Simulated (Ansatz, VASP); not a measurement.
# SrTiO3 (Tausonite): VASP beside Ansatz

One calculation is typed for both programs; each brings its own data sets and cutoff. How far apart do they land?

Program: Ansatz 0.2.0. Level of theory: plane waves, with VASP 6.6.1 beside it; band structure at LDA, band structure at PBE and band structure at r2SCAN. Results are calculated unless marked as measured.

## 1. Set-up

It takes space group Pm-3m (No. 221, cubic). Conventional cell: a = 3.905 Å, b = 3.905 Å, c = 3.905 Å, α = 90.00°, β = 90.00°, γ = 90.00°. Nearest to Sr lie 12 O at 2.76 Å. Nearest to Ti lie 6 O at 1.95 Å. Nearest to O lie 2 Ti at 1.95 Å and 4 Sr at 2.76 Å. Farther neighbours and most contacts between anions are not listed.

As a file:

```cif
data_structure
_symmetry_space_group_name_H-M 'Pm-3m'
_symmetry_Int_Tables_number 221
_cell_length_a 3.9053
_cell_length_b 3.9053
_cell_length_c 3.9053
_cell_angle_alpha 90.000
_cell_angle_beta 90.000
_cell_angle_gamma 90.000
_cell_volume 59.56
loop_
_atom_site_label
_atom_site_type_symbol
_atom_site_symmetry_multiplicity
_atom_site_Wyckoff_symbol
_atom_site_fract_x
_atom_site_fract_y
_atom_site_fract_z
_atom_site_occupancy
Sr1 Sr 1 b 0.50000 0.50000 0.50000 1
Ti1 Ti 1 a 0.00000 0.00000 0.00000 1
O1 O 3 d 0.50000 0.00000 0.00000 1
```

## 2. Ansatz: band structure, LDA

Ansatz runs on its default PAW (the set named soft_2) files.

Levels along a path test the potential and the projectors away from the mesh points.

File input.yaml:

```yaml
crystal:
  lattice:
    - [3.90528, 0.0, 0.0]
    - [0.0, 3.90528, 0.0]
    - [0.0, 0.0, 3.90528]
  atoms:
    - { symbol: Sr, position: [0.5, 0.5, 0.5] }
    - { symbol: Ti, position: [0.0, 0.0, 0.0] }
    - { symbol: O, position: [0.5, 0.0, 0.0] }
    - { symbol: O, position: [0.0, 0.5, 0.0] }
    - { symbol: O, position: [0.0, 0.0, 0.5] }
hamiltonian:
  xc: lda
  pseudopotentials: { kind: paw }
kpoints:
  mp_grid: { grid: [4, 4, 4] }
  band_path:
    path:
      - [0.0, 0.0, 0.0]
      - [0.0, 0.1, 0.0]
      - [0.0, 0.2, 0.0]
      - [0.0, 0.3, 0.0]
      - [0.0, 0.43333, 0.0]
      - [0.0, 0.5, 0.0]
      - [0.1, 0.5, 0.0]
      - [0.2, 0.5, 0.0]
      - [0.33333, 0.5, 0.0]
      - [0.43333, 0.5, 0.0]
      - [0.5, 0.5, 0.0]
      - [0.36667, 0.36667, 0.0]
      - [0.26667, 0.26667, 0.0]
      - [0.16667, 0.16667, 0.0]
      - [0.06667, 0.06667, 0.0]
      - [0.03333, 0.03333, 0.03333]
      - [0.13333, 0.13333, 0.13333]
      - [0.23333, 0.23333, 0.23333]
      - [0.33333, 0.33333, 0.33333]
      - [0.46667, 0.46667, 0.46667]
      - [0.5, 0.5, 0.5]
      - [0.46667, 0.5, 0.46667]
      - [0.36667, 0.5, 0.36667]
      - [0.23333, 0.5, 0.23333]
      - [0.13333, 0.5, 0.13333]
      - [0.03333, 0.5, 0.03333]
      - [0.5, 0.5, 0.03333]
      - [0.5, 0.5, 0.16667]
      - [0.5, 0.5, 0.26667]
      - [0.5, 0.5, 0.36667]
      - [0.5, 0.5, 0.5]
    npoints: 1
scf:
  occupations: { method: gaussian, width: 0.02 }
  n_extra_bands: 8
output:
  forces: true
  stress: true
  eigenvalues: true
  write_density: true
  write_potential: true
  elf: true
  volumetric_format: npy
```

Started as:

```sh
ansatz run input.yaml --threads 2 --pin off --max-ram 4608MiB --backend cpu --events-out ev --progress --plain --runs-dir out
```

Numbers of over 12 decimals in the logs are rounded to 6 here.

Log:

```text
scf.n_extra_bands = 8 over 20 filled bands (N_el = 40.0): the run solves 28 bands
Engine: ansatz 0.2.0, aarch64-unknown-linux-gnu
Pseudopotentials: kind: paw
Pseudopotential: Sr, paw, valence charge 10, recommended cutoff 420 eV (normal), Sr.paw.azcp
Pseudopotential: Ti, paw, valence charge 12, recommended cutoff 420 eV (normal), Ti.paw.azcp
Pseudopotential: O, paw, valence charge 6, recommended cutoff 420 eV (normal), O.paw.azcp
Functional definition: SPW92
  exchange = slater_x
  correlation = pw_c
Crystal: 5 atoms, lattice volume = 59.560 Å³
Basis set: ecut = 420 eV, 1189 PW (Γ)
Bands: 28, of which v1, the nominal top of the filled ones, is band 20 counted from 1 (19 counted from 0)
Symmetry: 48 space group operations
Space group: Pm-3m (ITA 221), of the structure as read, at distance tolerance 3.9e-5 Å
k-points: 10 of 64
Non-local potential: Sr, projectors of the file, l = 0: 3, l = 1: 2, l = 2: 2
Non-local potential: Ti, projectors of the file, l = 0: 3, l = 1: 2, l = 2: 3, l = 3: 1
Non-local potential: O, projectors of the file, l = 0: 2, l = 1: 2, l = 2: 1
PAW form: soft (Blöchl's): semilocal exchange-correlation on the pseudo side does not see the compensation charge
PAW frozen core: Sr, regenerated for the run's functional, and the local potential with it (the file was generated under x = pbe(κ = 0.804, μ = 0.219515), c = pbe(β = 0.066725))
PAW frozen core: Ti, regenerated for the run's functional, and the local potential with it (the file was generated under x = pbe(κ = 0.804, μ = 0.219515), c = pbe(β = 0.066725))
PAW frozen core: O, regenerated for the run's functional, and the local potential with it (the file was generated under x = pbe(κ = 0.804, μ = 0.219515), c = pbe(β = 0.066725))
PAW one-centre angular grid: Sr, 110 points (default); XC on 64 Gauss nodes
PAW one-centre angular grid: Ti, 590 points (default); XC on 64 Gauss nodes
PAW one-centre angular grid: O, 110 points (default); XC on 64 Gauss nodes
Initial density: superposition of atomic densities (neutral atoms: chi_scale 0, normalization atom), corrected by the library's trained network
Initial wavefunctions: pseudopotential atomic-orbital guess
Functional: x = slater, c = lda
SCF iter   1: F=—  HF=-7569.392177 eV  |F-HF|=—  |Δ(HF+E_count)|=         —  Δρ=1.80e-2  dr2=1.78e-1  ethr=1.77e-3  ⟨swp⟩=7.6  Hψ=1425  notcnv=0
preconditioner: auto → Resta (q_TF=auto, 2.553 Å⁻¹)  ε∞=5.0  [insulator: Δε(μ)=1.521 eV  Ē_g=13.224 eV  σ=0.020 eV  W_gap=1.00  n_scr=18 (ndim 8)  ℏωp=26.4 eV  f_vac=0.000  D(μ)=0.00/eV (n_scr^D=0)  ε∞_Penn≈5.0]
SCF iter   2: F=—  HF=-7569.358660 eV  |F-HF|=—  |Δ(HF+E_count)|=   3.35e-2  Δρ=6.94e-3  dr2=3.16e-2  ethr=4.46e-4  ⟨swp⟩=2.1  Hψ=430  notcnv=0  defer=32
SCF iter   3: F=—  HF=-7569.352566 eV  |F-HF|=—  |Δ(HF+E_count)|=   6.09e-3  Δρ=1.62e-3  dr2=1.58e-3  ethr=7.89e-5  ⟨swp⟩=2.1  Hψ=380  notcnv=0  defer=36
SCF iter   4: F=—  HF=-7569.352225 eV  |F-HF|=—  |Δ(HF+E_count)|=   3.40e-4  Δρ=1.98e-4  dr2=2.35e-5  ethr=3.94e-6  ⟨swp⟩=2.0  Hψ=348  notcnv=0  defer=36
SCF iter   5: F=—  HF=-7569.352221 eV  |F-HF|=—  |Δ(HF+E_count)|=   4.40e-6  Δρ=4.76e-5  dr2=9.79e-7  ethr=5.88e-8  ⟨swp⟩=2.0  Hψ=390  notcnv=0  defer=36
SCF iter   6: F=-7569.352221 eV  HF=-7569.352221 eV  |F-HF|=7.09e-10  |Δ(HF+E_count)|=   2.34e-8  Δρ=6.99e-6  dr2=1.82e-8  ethr=2.50e-10  ⟨swp⟩=14.6  Hψ=2209  notcnv=0
SCF 1 converged in 6 iterations: F = -7569.352221 eV  dr2 = 1.82e-8
  greatest PAW one-centre occupation: 0.999 electrons in one spin orbital (limit 2), on the Ti atom at site 1 (counted from 0), in its partial waves of l = 0
NSCF: frozen V_eff on 31 k-points
SCF converged after 6 iterations
Free energy (F): -7569.352221 eV
Harris-Foulkes:  -7569.352221 eV  (|F-HF|=7.09e-10)
Internal energy: -7569.352221 eV  (E = F + TS)
E sigma→0 (E₀):  -7569.352221 eV
Fermi energy:    10.491389 eV
--- Per-component energies (eV) ---
  E_band       = -214.808247
  E_kinetic    = 1042.852944
  E_local      = -2388.990810  (includes V_loc(G=0)·N_el)
  E_nonlocal   = 361.431237
  E_hartree    = 829.159504
  E_xc         = -489.205348
  E_vxc        = -567.684988  (∫ρ·V_xc dr)
  E_paw        = -4034.423348  (= ΣΔE_a)
  E_vpaw       = -320.746744  (= ΣTr[D̂ρ^β])
  E_aug_tail   = 0.007690  (compensation charges beyond the density's cutoff)
  E_ewald      = -2891.094941
  E_core_change = 0.910850  (= ΣΔE_core)
  E_smearing   = -0.000000  (= −TS)
  E_closure    = -0.000000  (closes the sum)
  Σ components = -7569.352221   (vs F -7569.352221, Δ=0.00e0)
--- Forces (eV/Å), atoms counted from 1 ---
  atom   1  Sr     0.00000000     0.00000000     0.00000000
  atom   2  Ti    -0.00000000    -0.00000000     0.00000000
  atom   3  O      0.00000000    -0.00000000     0.00000000
  atom   4  O      0.00000000     0.00000000     0.00000000
  atom   5  O      0.00000000     0.00000000     0.00000000
  max |Σ_I F_I| component: 3.83e-29 eV/Å
--- Stress (GPa, compression-positive) ---
       -7.271113       0.000000       0.000000
        0.000000      -7.271113       0.000000
        0.000000       0.000000      -7.271113
  P = ⅓ Tr σ = -7.2711 GPa (-72.711 kbar)
--- Band table (eV; the first three rows and the last of 10) ---
  k-point 0: bands = [... 16 lower, 8.4189, 9.2601, 9.2601, 9.2601, 11.3730, 11.3730, 11.3730, 13.9593, ... 4 higher]
  k-point 1: bands = [... 16 lower, 7.9206, 7.9634, 9.0129, 9.0129, 11.4568, 12.4677, 12.4677, 13.9728, ... 4 higher]
  k-point 2: bands = [... 16 lower, 7.2126, 7.5806, 8.8774, 8.8774, 11.5450, 13.3550, 13.3550, 13.9794, ... 4 higher]
  k-point 9: bands = [... 16 lower, 5.8367, 9.6097, 9.6097, 9.6097, 14.0432, 14.0432, 14.0432, 16.4933, ... 4 higher]
```

Run time: 1.7 s. Hardware: 2 threads of Arm Neoverse V2, shared host; peak memory 0.31 GiB.

The column dr2 measures how far the density is from self-consistency, as an energy; F and HF (Harris–Foulkes) agree once it is small.

## 3. VASP: band structure, LDA

The same cell, functional (in two slightly different forms), mesh and smearing now go to VASP, with its own data sets and cutoff.

Lines of VASP's logs that name or quote its potential files are left out, and so is its time.

File INCAR:

```
SYSTEM = SrTiO3
PREC = Accurate
ENCUT = 520
EDIFF = 1E-06
NELM = 100
ISMEAR = 0
SIGMA = 0.02
LREAL = .FALSE.
ALGO = Normal
GGA = CA
NBANDS = 35
LORBIT = 11
LWAVE = .FALSE.
LCHARG = .FALSE.
KPAR = 8
```

File POSCAR:

```
SrTiO3
1.0
    3.9052800000      0.0000000000      0.0000000000
    0.0000000000      3.9052800000      0.0000000000
    0.0000000000      0.0000000000      3.9052800000
Sr Ti O
1 1 3
Direct
    0.5000000000      0.5000000000      0.5000000000
    0.0000000000      0.0000000000      0.0000000000
    0.5000000000      0.0000000000      0.0000000000
    0.0000000000      0.5000000000      0.0000000000
    0.0000000000      0.0000000000      0.5000000000
```

File KPOINTS:

```
Automatic mesh
0
Gamma
4 4 4
0 0 0
```

File KPOINTS_OPT:

```
Line mode
16
Line-mode
Reciprocal
  0.00000000   0.00000000   0.00000000 GAMMA
  0.00000000   0.50000000   0.00000000 X

  0.00000000   0.50000000   0.00000000 X
  0.50000000   0.50000000   0.00000000 M

  0.50000000   0.50000000   0.00000000 M
  0.00000000   0.00000000   0.00000000 GAMMA

  0.00000000   0.00000000   0.00000000 GAMMA
  0.50000000   0.50000000   0.50000000 R

  0.50000000   0.50000000   0.50000000 R
  0.00000000   0.50000000   0.00000000 X

  0.50000000   0.50000000   0.00000000 M
  0.50000000   0.50000000   0.50000000 R
```

Potentials, in the order of the species: Sr_sv, Ti_sv and O (PBE family, release 64).

Started as:

```sh
mpirun -np 8 vasp_std
```

Log:

```text
[banner, memory and clock lines left out]
running    8 mpi-ranks, on    1 nodes
 distrk:  each k-point on    1 cores,    8 groups
 distr:  one band on    1 cores,    1 groups

 POSCAR found type information on POSCAR SrTiO
 POSCAR found :  3 types and       5 ions
|                                                                             |
|           W    W    AA    RRRRR   N    N  II  N    N   GGGG   !!!           |
|           W    W   A  A   R    R  NN   N  II  NN   N  G    G  !!!           |
|           W    W  A    A  R    R  N N  N  II  N N  N  G       !!!           |
|           W WW W  AAAAAA  RRRRR   N  N N  II  N  N N  G  GGG   !            |
|           WW  WW  A    A  R   R   N   NN  II  N   NN  G    G                |
|           W    W  A    A  R    R  N    N  II  N    N   GGGG   !!!           |
|                                                                             |
|     For optimal performance we recommend to set                             |
|       NCORE = 2 up to number-of-cores-per-socket                            |
|     NCORE specifies how many cores store one orbital (NPAR=cpu/NCORE).      |
|     This setting can greatly improve the performance of VASP for DFT.       |
|     The default, NCORE=1 might be grossly inefficient on modern             |
|     multi-core architectures or massively parallel machines. Do your        |
|     Unfortunately you need to use the default for GW and RPA                |
|     calculations (for HF NCORE is supported but not extensively tested      |
|     yet).                                                                   |
|                                                                             |

|                                                                             |
|               ----> ADVICE to this user running VASP <----                  |
|                                                                             |
|     You enforced a specific xc type in the INCAR file but a different       |
|     [... a line on the potential file left out ...]
|     I HOPE YOU KNOW WHAT YOU ARE DOING!                                     |
|                                                                             |

 LDA part: xc-table for (Slater(with rela. corr.)+CA(PZ))
 , standard interpolation
 POSCAR, INCAR and KPOINTS ok, starting setup
 FFT: planning ... GRIDC
 FFT: planning ... GRID_SOFT
 FFT: planning ... GRID
 WAVECAR not read
 entering main loop
       N       E                     dE             d eps       ncg     rms          rms(c)
DAV:   1     0.381702057820E+03    0.38170E+03   -0.19645E+04   700   0.123E+03
DAV:   2    -0.142095999220E+02   -0.39591E+03   -0.36836E+03   751   0.358E+02
DAV:   3    -0.520412135703E+02   -0.37832E+02   -0.37142E+02   875   0.111E+02
DAV:   4    -0.539992367419E+02   -0.19580E+01   -0.19493E+01  1023   0.210E+01
DAV:   5    -0.540428176863E+02   -0.43581E-01   -0.43574E-01   893   0.267E+00    0.271E+01
DAV:   6    -0.447602406325E+02    0.92826E+01   -0.26768E+01   883   0.507E+01    0.161E+01
DAV:   7    -0.444204172070E+02    0.33982E+00   -0.43893E+00   838   0.166E+01    0.114E+01
DAV:   8    -0.445480754833E+02   -0.12766E+00   -0.17356E+00   852   0.134E+01    0.520E+00
DAV:   9    -0.442851155564E+02    0.26296E+00   -0.55516E-01   792   0.709E+00    0.146E+00
DAV:  10    -0.442763176211E+02    0.87979E-02   -0.27482E-02   911   0.120E+00    0.808E-01
DAV:  11    -0.442700482202E+02    0.62694E-02   -0.15723E-02   825   0.133E+00    0.131E-01
DAV:  12    -0.442700663655E+02   -0.18145E-04   -0.84409E-04   822   0.235E-01    0.826E-02
DAV:  13    -0.442700586952E+02    0.76703E-05   -0.17791E-04   892   0.751E-02    0.447E-02
DAV:  14    -0.442700513724E+02    0.73227E-05   -0.23477E-05   863   0.446E-02    0.583E-03
DAV:  15    -0.442700513986E+02   -0.26139E-07   -0.23785E-06   782   0.935E-03
   1 F= -.44270051E+02 E0= -.44270051E+02  d E =-.139291E-19
 Start KPOINTS_OPT (optional k-point list driver)
k-point batch [1-10\96]
       N       E                     dE             ncg
DAV:   1    -0.443370064256E+03   -0.25004E+04      700
DAV:   2    -0.402180364862E+04   -0.35784E+04      804
DAV:   3    -0.434840689488E+04   -0.32660E+03      909
DAV:   4    -0.435914775138E+04   -0.10741E+02     1040
DAV:   5    -0.435948988928E+04   -0.34214E+00      930
DAV:   6    -0.435949172412E+04   -0.18348E-02      943
DAV:   7    -0.435949175957E+04   -0.35448E-04      881
DAV:   8    -0.435949176038E+04   -0.81167E-06      641
[...]
k-point batch [91-96\96]
       N       E                     dE             ncg
DAV:   1     0.609465172826E+04   -0.97188E+04      420
DAV:   2     0.386249444432E+04   -0.22322E+04      460
DAV:   3     0.363695672531E+04   -0.22554E+03      563
DAV:   4     0.362690038696E+04   -0.10056E+02      568
DAV:   5     0.362668560251E+04   -0.21478E+00      498
DAV:   6     0.362668114643E+04   -0.44561E-02      589
DAV:   7     0.362668106814E+04   -0.78292E-04      522
DAV:   8     0.362668106622E+04   -0.19149E-05      408
DAV:   9     0.362668106612E+04   -0.96826E-07      330
```

OUTCAR, selected parts (step 3):

```text
ion  position               nearest neighbor table
   1  0.500  0.500  0.500-   3 2.76   4 2.76   5 2.76   3 2.76   4 2.76   3 2.76   5 2.76   3 2.76
                             4 2.76   5 2.76   4 2.76   5 2.76   2 3.38   2 3.38   2 3.38   2 3.38
   2  0.000  0.000  0.000-   3 1.95   4 1.95   5 1.95   5 1.95   4 1.95   3 1.95   1 3.38   1 3.38
                             1 3.38   1 3.38   1 3.38   1 3.38   1 3.38   1 3.38
   3  0.500  0.000  0.000-   2 1.95   2 1.95   1 2.76   1 2.76   1 2.76   1 2.76
   4  0.000  0.500  0.000-   2 1.95   2 1.95   1 2.76   1 2.76   1 2.76   1 2.76
   5  0.000  0.000  0.500-   2 1.95   2 1.95   1 2.76   1 2.76   1 2.76   1 2.76

  LATTYP: Found a simple cubic cell.
 ALAT       =     3.9052800000

 Subroutine GETGRP returns: Found 48 space group operations
 (whereof 48 operations were pure point group operations)

The static configuration has the point symmetry O_h .

 Found     10 irreducible k-points:

   k-points           NKPTS =     10   k-points in BZ     NKDIM =     10   number of bands    NBANDS=     35

   dimension x,y,z NGX =    30 NGY =   30 NGZ =   30
   dimension x,y,z NGXF=    60 NGYF=   60 NGZF=   60

   ENCUT  =  520.0 eV  38.22 Ry    6.18 a.u.   7.26  7.26  7.26*2*pi/ulx,y,z

   NELECT =      40.0000    total number of electrons

 k-points in reciprocal lattice and weights: Automatic mesh
   0.00000000  0.00000000  0.00000000       0.016
   0.25000000  0.00000000  0.00000000       0.094
   0.50000000  0.00000000  0.00000000       0.047
   0.25000000  0.25000000  0.00000000       0.188
   0.50000000  0.25000000  0.00000000       0.188
   0.50000000  0.50000000  0.00000000       0.047
   0.25000000  0.25000000  0.25000000       0.125
   0.50000000  0.25000000  0.25000000       0.188
   0.50000000  0.50000000  0.25000000       0.094
   0.50000000  0.50000000  0.50000000       0.016

 average (electrostatic) potential at core
       1 -34.3285       2 -76.1467       3 -69.4318       4 -69.4318       5 -69.4318

 E-fermi :   3.9160

 k-point     1 :       0.0000    0.0000    0.0000
  band No.  band energies     occupation
    ...
     16       2.6041      2.00000
     17       2.6041      2.00000
     18       3.4342      2.00000
     19       3.4342      2.00000
     20       3.4342      2.00000
     21       5.5183      0.00000
     22       5.5183      0.00000
     23       5.5183      0.00000
     24       8.0951      0.00000
     25       8.0951      0.00000
    ...

 k-point     2 :       0.2500    0.0000    0.0000
  band No.  band energies     occupation
    ...
     16       1.9378      2.00000
     17       2.0956      2.00000
     18       2.1368      2.00000
     19       3.1869      2.00000
     20       3.1869      2.00000
     21       5.6045      0.00000
     22       6.6188      0.00000
     23       6.6188      0.00000
     24       8.1099      0.00000
     25       9.3948      0.00000
    ...

 k-point     3 :       0.5000    0.0000    0.0000
  band No.  band energies     occupation
    ...
     16       1.3888      2.00000
     17       1.3888      2.00000
     18       1.7455      2.00000
     19       3.0511      2.00000
     20       3.0511      2.00000
     21       5.6953      0.00000
     22       7.5075      0.00000
     23       7.5075      0.00000
     24       8.1170      0.00000
     25      10.3155      0.00000
    ...

  Total       -2.3240923     -2.3240923     -2.3240923      0.0000000     -0.0000000      0.0000000
  in kB      -62.5183364    -62.5183364    -62.5183364      0.0000000     -0.0000000      0.0000000
  external PRESSURE =     -62.5183364 kB  Pullay stress =       0.0000000 kB

  energy-cutoff  :      520.00
  volume of cell :       59.56
      direct lattice vectors                 reciprocal lattice vectors
     3.905280000  0.000000000  0.000000000     0.256063586  0.000000000  0.000000000
     0.000000000  3.905280000  0.000000000     0.000000000  0.256063586  0.000000000
     0.000000000  0.000000000  3.905280000     0.000000000  0.000000000  0.256063586

 POSITION                                       TOTAL-FORCE (eV/Angst)
 -----------------------------------------------------------------------------------
      1.95264      1.95264      1.95264         0.000000      0.000000      0.000000
      0.00000      0.00000      0.00000         0.000000      0.000000      0.000000
      1.95264      0.00000      0.00000         0.000000      0.000000      0.000000
      0.00000      1.95264      0.00000         0.000000      0.000000      0.000000
      0.00000      0.00000      1.95264         0.000000      0.000000      0.000000
 -----------------------------------------------------------------------------------
    total drift:                                0.000000     -0.000000      0.000000

  FREE ENERGIE OF THE ION-ELECTRON SYSTEM (eV)
  ---------------------------------------------------
  free  energy   TOTEN  =       -44.2700513986 eV

  energy  without entropy=      -44.2700513986  energy(sigma->0) =      -44.27005140

 total charge
# of ion       s       p       d       tot
------------------------------------------
    1        1.995   5.732   0.208   7.935
    2        2.234   6.331   1.786  10.351
    3        1.551   3.465   0.000   5.016
    4        1.551   3.465   0.000   5.016
    5        1.551   3.465   0.000   5.016
--------------------------------------------------
tot          8.881  22.458   1.994  33.333

[... 3 further parts left out ...]
```

At this level the cell is under a tension of 6.3 GPa, so at these settings it is away from equilibrium.

[end of part 1 of 2]

[Lines on the potential files, build, host, timing and source positions are cut from VASP's logs without a mark.]

[Logs are printed without paths, hosts, clocks, repeated set-up lines and the standing remarks that a program may print on its own settings, such as how far it seeks lower states.]

[Hosts, paths, dates, database ids (printed as entryN), source tags and the programs' standing remarks are cut or masked in the printed files.]
